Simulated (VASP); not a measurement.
An input for Quantum ESPRESSO's pw.x (written as the equivalent of a VASP run, and not itself run):

```
&CONTROL
  calculation = 'scf'
  pseudo_dir = './pseudo'
  outdir = './out'
  tprnfor = .true.
  tstress = .true.
/
&SYSTEM
  ibrav = 0
  nat = 2
  ntyp = 2
  ecutwfc = 84
  occupations = 'smearing'
  smearing = 'gaussian'
  degauss = 0.003675
  input_dft = 'vdw-df-cx'
/
&ELECTRONS
  conv_thr = 7.3e-09
  electron_maxstep = 100
/
ATOMIC_SPECIES
  Mg 24.305 Mg.upf
  O 15.999 O.upf
CELL_PARAMETERS angstrom
     0.0000000    2.0680256    2.0680256
     2.0680256    0.0000000    2.0680256
     2.0680256    2.0680256    0.0000000
ATOMIC_POSITIONS crystal
  Mg   0.0000000  0.0000000  0.0000000
  O    0.5000000  0.5000000  0.5000000
K_POINTS automatic
  11 11 11 0 0 0
```

Q: Translate this input to VASP (INCAR, KPOINTS, POSCAR, choice of POTCAR).

A: One answer among several that fit: 
File KPOINTS:
```
Automatic mesh
0
G
  11 11 11
```

INCAR:
```
SYSTEM = MgO
PREC = Accurate
ENCUT = 520
EDIFF = 1E-7
NELM = 100
ALGO = Normal
LREAL = .FALSE.
LASPH = .TRUE.
ISMEAR = 0
SIGMA = 0.05
GGA = CX
LUSE_VDW = .TRUE.
AGGAC = 0.0
LWAVE = .FALSE.
LCHARG = .FALSE.
ISIF = 2
```

POSCAR:
```
MgO
1.0
  0.0000000000   2.0680256482   2.0680256482
  2.0680256482   0.0000000000   2.0680256482
  2.0680256482   2.0680256482   0.0000000000
Mg O
1 1
direct
  0.0000000000   0.0000000000   0.0000000000
  0.5000000000   0.5000000000   0.5000000000
```

POTCAR, in this order: Mg O (PBE.64 set). Program: vasp_std.

What does not carry over: the potentials are each code's own (VASP's PAW set, PseudoDojo norm-conserving files in pw.x), so ENCUT and ecutwfc are chosen apart and not converted; conv_thr bounds pw.x's estimated SCF error, while EDIFF bounds the energy change between steps.

The compound is MgO in the rock salt structure. This cell is one point of a volume scan, at 0.94 of the reference volume.
